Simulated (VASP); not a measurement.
Output of a VASP run:

OSZICAR:
```
       N       E                     dE             d eps       ncg     rms          rms(c)
DAV:   1     0.407067075183E+02    0.40707E+02   -0.44363E+03  2376   0.996E+02
DAV:   2    -0.983666280934E+01   -0.50543E+02   -0.48869E+02  2336   0.206E+02
DAV:   3    -0.104347284905E+02   -0.59807E+00   -0.59654E+00  3344   0.298E+01
DAV:   4    -0.104380623081E+02   -0.33338E-02   -0.33336E-02  3072   0.155E+00
DAV:   5    -0.104380736249E+02   -0.11317E-04   -0.11316E-04  3384   0.644E-02    0.160E+01
DAV:   6    -0.991199125242E+01    0.52608E+00   -0.11131E+00  2744   0.146E+01    0.637E+00
DAV:   7    -0.981677514505E+01    0.95216E-01   -0.33029E-01  2976   0.734E+00    0.156E+00
DAV:   8    -0.981165788785E+01    0.51173E-02   -0.16445E-03  2608   0.626E-01    0.820E-01
DAV:   9    -0.980945497170E+01    0.22029E-02   -0.14929E-03  2984   0.669E-01    0.228E-02
DAV:  10    -0.980945646093E+01   -0.14892E-05   -0.53101E-06  3080   0.285E-02    0.702E-03
DAV:  11    -0.980945746925E+01   -0.10083E-05   -0.52884E-07  2296   0.605E-03    0.569E-04
DAV:  12    -0.980945744708E+01    0.22164E-07   -0.10063E-08  1240   0.122E-03
   1 F= -.98094574E+01 E0= -.98093679E+01  d E =-.980946E+01
```

**OUTCAR**
```
------------------------ aborting loop because EDIFF is reached ----------------------------------------
  FORCE on cell =-STRESS in cart. coord.  units (eV):
  Direction    XX          YY          ZZ          XY          YZ          ZX
  --------------------------------------------------------------------------------------
  Total        0.0018606      0.0018606      0.0018606      0.0000000      0.0000000      0.0000000
  in kB        0.2115500      0.2115500      0.2115500      0.0000000      0.0000000      0.0000000
  external PRESSURE =       0.2115500 kB  Pullay stress =       0.0000000 kB
  volume of cell :       14.09
      direct lattice vectors                 reciprocal lattice vectors
     0.000000000  1.917087547  1.917087547    -0.260812294  0.260812294  0.260812294
     1.917087547  0.000000000  1.917087547     0.260812294 -0.260812294  0.260812294
     1.917087547  1.917087547  0.000000000     0.260812294  0.260812294 -0.260812294
 POSITION                                       TOTAL-FORCE (eV/Angst)
 -----------------------------------------------------------------------------------
      0.00000      0.00000      0.00000        -0.000000     -0.000000      0.000000
 -----------------------------------------------------------------------------------
    total drift:                               -0.000000     -0.000000     -0.000000
  FREE ENERGIE OF THE ION-ELECTRON SYSTEM (eV)
  ---------------------------------------------------
  free  energy   TOTEN  =        -9.8094574471 eV

  energy  without entropy=       -9.8091887502  energy(sigma->0) =       -9.80936788

 reached required accuracy - stopping structural energy minimisation
```
(Selected blocks of OUTCAR.)

### POSCAR
```
Ir
1
    0.0000000000     1.9170875470     1.9170875470
    1.9170875470     0.0000000000     1.9170875470
    1.9170875470     1.9170875470    -0.0000000000
Ir
1
Direct
  0.0000000000   0.0000000000   0.0000000000
```

**Question.** Reconstruct the remaining input files.

**Answer.** Several could match; the one computed here: the input of the run itself, PBEsol GGA, plane waves, VASP's PBE PAW potentials (set 64).

### INCAR
```
! general
SYSTEM =Ir
PREC   =Accurate
ENCUT  =500
LREAL  =F
LASPH  =T

! electronic loop
EDIFF  =1E-6
NELM   =100
ALGO   =Normal
LMAXMIX=6

! smearing
ISMEAR =1
SIGMA  =0.1

! functional
GGA    =PS

! ions
IBRION =2
NSW    =40
ISIF   =3
EDIFFG =-0.02

! output
LWAVE  =F
LCHARG =F
```

KPOINTS:
```
Regular mesh
0
Gamma
 16 16 16
0 0 0
```

POTCAR, in this order: Ir (PBE.64 set). Program: vasp_std.

The compound is Ir in the fcc structure. It was relaxed first.
